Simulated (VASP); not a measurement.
**NaSrCl$_{3}$ in VASP 6.6.1, single-point calculation**

INCAR

```
PREC = Accurate
EDIFF = 1E-7
LCHARG = .FALSE.
METAGGA = MBJ
NBANDS = 27
ENCUT = 520
SIGMA = 0.02
NELM = 82
ISIF = 2
LREAL = .FALSE.
IBRION = -1
LASPH = .TRUE.
LWAVE = .FALSE.
NSW = 0
ISMEAR = -1
```

KPOINTS

```
KPOINTS created by Atomic Simulation Environment
0
Gamma
4 4 4
0 0 0
```

POSCAR

```
Na Sr Cl
 1.0000000000000000
     5.6533946759000004    0.0000000000000000    0.0000000000000000
     0.0000000000000000    5.6533946759000004    0.0000000000000000
     0.0000000000000000    0.0000000000000000    5.6201933625000002
 Na  Sr  Cl
   1   1   3
Cartesian
  0.0000000000000000  0.0000000000000000  0.0000000000000000
  2.8266973379500002  2.8266973379500002  2.8100966812500001
  2.8266973379500002  2.8266973379500002  0.0000000000000000
  2.8266973379500002  0.0000000000000000  2.8100966812500001
  0.0000000000000000  2.8266973379500002  2.8100966812500001
```

The recommended PBE PAW datasets give the neutral cell 38 valence electrons.

Command

```
mpirun -np 1 vasp_std
```

Predict the outcome of this run.

It didn't converge.

OSZICAR

```
N       E                     dE             d eps       ncg     rms          rms(c)
DAV:   1     0.626764088207E+03    0.62676E+03   -0.17169E+04   988   0.123E+03
DAV:   2     0.319848735671E+03   -0.30692E+03   -0.29384E+03  1175   0.296E+02
DAV:   3     0.281106590341E+03   -0.38742E+02   -0.38524E+02  1466   0.105E+02
DAV:   4     0.279641005625E+03   -0.14656E+01   -0.14562E+01  1621   0.197E+01
DAV:   5     0.279573938106E+03   -0.67068E-01   -0.67016E-01  1420   0.225E+00    0.236E+01
DAV:   6     0.280956039962E+03    0.13821E+01   -0.34180E+01  1290   0.319E+01    0.252E+01
DAV:   7     0.280689626855E+03   -0.26641E+00   -0.55999E+00  1175   0.975E+00    0.168E+01
DAV:   8     0.283246405971E+03    0.25568E+01   -0.19804E+00  1120   0.686E+00    0.170E+01
DAV:   9     0.285925468638E+03    0.26791E+01   -0.24458E+00  1047   0.104E+01    0.218E+01
DAV:  10     0.284215858622E+03   -0.17096E+01   -0.22647E+00   972   0.805E+00    0.319E+01
...
DAV:  74     0.297699868924E+03    0.88417E-01   -0.29669E-01  1375   0.662E+00    0.136E+02
DAV:  75     0.297823556993E+03    0.12369E+00   -0.10788E+00  1257   0.138E+01    0.135E+02
DAV:  76     0.300215590238E+03    0.23920E+01   -0.68184E+00  1364   0.401E+01    0.131E+02
DAV:  77     0.300231969277E+03    0.16379E-01   -0.14483E+00  1540   0.128E+01    0.130E+02
DAV:  78     0.300061061953E+03   -0.17091E+00   -0.23739E+00  1313   0.224E+01    0.130E+02
DAV:  79     0.300106200916E+03    0.45139E-01   -0.94721E-01  1615   0.142E+01    0.131E+02
DAV:  80     0.300172892734E+03    0.66692E-01   -0.72305E-01  1499   0.138E+01    0.131E+02
DAV:  81     0.312215913677E+03    0.12043E+02   -0.28765E+02  1203   0.402E+02    0.194E+02
DAV:  82     0.322203596526E+03    0.99877E+01   -0.10308E+02  1183   0.122E+02
   1 F= 0.32220360E+03 E0= 0.32220360E+03  d E =-.600830E-14
```

Standard output (part)

```
POSCAR found type information on POSCAR NaSrCl
 POSCAR found :  3 types and       5 ions
 LDA part: xc-table for (None), standard interpolation
 POSCAR, INCAR and KPOINTS ok, starting setup
 WAVECAR not read
 entering main loop
|     The electronic self-consistency was not achieved in the given           |
|     number of steps (NELM). The forces and other quantities evaluated       |
|     might not be reliable so examine the results carefully. If you find     |
|     spurious results, we suggest increasing NELM, if you were close to      |
|     convergence or switching to a different ALGO or adjusting the           |
|     density mixing parameters otherwise.                                    |
```
